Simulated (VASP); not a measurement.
A convergence study with VASP on Rb (bcc): one setting is varied, all else stays as given below, so the limit is that of these other settings.

```xyz
1
Lattice="-2.8250 2.8250 2.8250 2.8250 -2.8250 2.8250 2.8250 2.8250 -2.8250" Properties=species:S:1:pos:R:3 pbc="T T T"
Rb     0.0000     0.0000     0.0000
```

Level of theory: PBE GGA, VASP's PBE PAW potentials (set 64) (plane waves; VASP 6.6.1). The tightest run used: 550 eV cut-off, 18×18×18 Γ-centred mesh, first-order Methfessel-Paxton smearing of 0.10 eV, potentials Rb_sv.

### Question
The settings run are 1×1×1 mesh; 2×2×2 mesh; 3×3×3 mesh; 4×4×4 mesh; 5×5×5 mesh; 6×6×6 mesh; 7×7×7 mesh; 8×8×8 mesh; 9×9×9 mesh; 10×10×10 mesh; 11×11×11 mesh; 12×12×12 mesh; 13×13×13 mesh; 14×14×14 mesh; 15×15×15 mesh; 16×16×16 mesh; 17×17×17 mesh; 18×18×18 mesh. From which on does the energy per atom stay within 0.01 eV/atom of the tightest run?

### Answer
From 7×7×7 mesh on: it is off by 0.0017 there and by no more than 0.01 in any finer run, while 6×6×6 mesh is off by 0.0198.
```tsv
setting	E (eV/atom)	pressure (GPa)	irreducible k-points	difference judged (eV/atom)
1×1×1 mesh	-1.9601	-0.16	1	1.0240
2×2×2 mesh	-0.5344	-0.15	3	0.4016
3×3×3 mesh	-1.0197	-0.07	4	0.0836
4×4×4 mesh	-0.8691	0.11	8	0.0670
5×5×5 mesh	-0.9358	0.02	10	0.0003
6×6×6 mesh	-0.9163	0.05	16	0.0198
7×7×7 mesh	-0.9378	0.02	20	0.0017
8×8×8 mesh	-0.9288	0.04	29	0.0072
9×9×9 mesh	-0.9383	0.03	35	0.0022
10×10×10 mesh	-0.9324	0.04	47	0.0037
11×11×11 mesh	-0.9380	0.02	56	0.0019
12×12×12 mesh	-0.9344	0.03	72	0.0017
13×13×13 mesh	-0.9361	0.02	84	0.0000
14×14×14 mesh	-0.9356	0.03	104	0.0005
15×15×15 mesh	-0.9355	0.03	120	0.0006
16×16×16 mesh	-0.9361	0.03	145	0.0000
17×17×17 mesh	-0.9357	0.03	165	0.0004
18×18×18 mesh	-0.9361	0.03	195	0.0000
```

Left out are rungs that failed or repeat a setting and relaxations that didn't move; long series are thinned to 24 rows.

The compound is Rb in the bcc structure. The cell was not relaxed at this level.
